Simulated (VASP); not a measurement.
An input for Quantum ESPRESSO's pw.x (written as the equivalent of a VASP run, and not itself run):

```
&CONTROL
  calculation = 'vc-relax'
  pseudo_dir = './pseudo'
  outdir = './out'
  tprnfor = .true.
  tstress = .true.
  nstep = 40
  forc_conv_thr = 0.00078
/
&SYSTEM
  ibrav = 0
  nat = 2
  ntyp = 2
  ecutwfc = 84
  occupations = 'smearing'
  smearing = 'gaussian'
  degauss = 0.003675
  input_dft = 'pbe'
/
&ELECTRONS
  conv_thr = 7.3e-08
  electron_maxstep = 100
/
&IONS
/
&CELL
  press = 50
/
ATOMIC_SPECIES
  Zn 65.380 Zn.upf
  S 32.060 S.upf
CELL_PARAMETERS angstrom
     0.0000000    2.6673729    2.6673729
     2.6673729    0.0000000    2.6673729
     2.6673729    2.6673729    0.0000000
ATOMIC_POSITIONS crystal
  Zn   0.0000000  0.0000000  0.0000000
  S    0.2500000  0.2500000  0.2500000
K_POINTS automatic
  9 9 9 0 0 0
```

Task: Translate this input to VASP (INCAR, KPOINTS, POSCAR, choice of POTCAR).

Result: Several could match; the one computed here: 
**KPOINTS**
```
Regular mesh
0
Gamma
  9 9 9
0 0 0
```

### POSCAR
```
ZnS
1
    0.0000000000     2.6673729343     2.6673729343
    2.6673729343     0.0000000000     2.6673729343
    2.6673729343     2.6673729343     0.0000000000
Zn S
1 1
Direct
  0.0000000000   0.0000000000   0.0000000000
  0.2500000000   0.2500000000   0.2500000000
```

### INCAR
```
# general
SYSTEM   =  ZnS
PREC     =  Accurate
ENCUT    =  500
LREAL    =  .False.
LASPH    =  .True.

# electronic loop
EDIFF    =  1E-6
NELM     =  100
ALGO     =  Normal
LMAXMIX  =  4

# smearing
ISMEAR   =  0
SIGMA    =  0.05

# functional
GGA      =  PE

# ions
IBRION   =  2
NSW      =  40
ISIF     =  3
EDIFFG   =  -0.02
PSTRESS  =  50

# output
LWAVE    =  .False.
LCHARG   =  .False.
```

POTCAR, in this order: Zn S (PBE.64 set). Program: vasp_std.

The two are equivalent in intent, not identical: the potentials are each code's own (VASP's PAW set, PseudoDojo norm-conserving files in pw.x), so ENCUT and ecutwfc are chosen apart and not converted; conv_thr bounds pw.x's estimated SCF error, while EDIFF bounds the energy change between steps; forc_conv_thr acts on force components and is met together with etot_conv_thr.

The compound is ZnS in the zinc blende structure. It was relaxed first under an external pressure of 5 GPa.
